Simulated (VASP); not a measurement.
Given:

```
CELL_PARAMETERS angstrom
      3.11326     0.00000     0.00000
     -1.55663     2.69617     0.00000
      0.00000     0.00000     5.61101
ATOMIC_POSITIONS crystal
  Hf 0.00000 0.00000 0.00000
  Hf 0.00000 0.00000 0.50000
  N  0.33333 0.66667 0.25000
  N  0.66667 0.33333 0.75000
```

Method: PBEsol GGA, VASP's PBE PAW potentials (set 64) (plane waves; VASP 6.6.1). Settings: 520 eV cut-off, 13×13×6 Γ-centred mesh, tetrahedra with Blöchl corrections, potentials Hf_pv N.

Unless said otherwise, spin-orbit coupling is left out, though it shifts the bands of the heavy elements here.

### Question
What does the run give for the energy per atom (σ→0), band gap (on the k-mesh) with the smallest direct gap where there is one?

### Answer

```yaml
band gap (on the k-mesh): none (metal, semimetal or under 0.01 eV)
energy per atom (σ→0): -11.121 eV/atom
```

Total energies compare only between runs with the same potentials, cut-off and functional.

The structure was generated: HfN was put into the NiAs type (P6_3/mmc), which need not be its known phase. It was relaxed first, which changed the volume by -53 %.
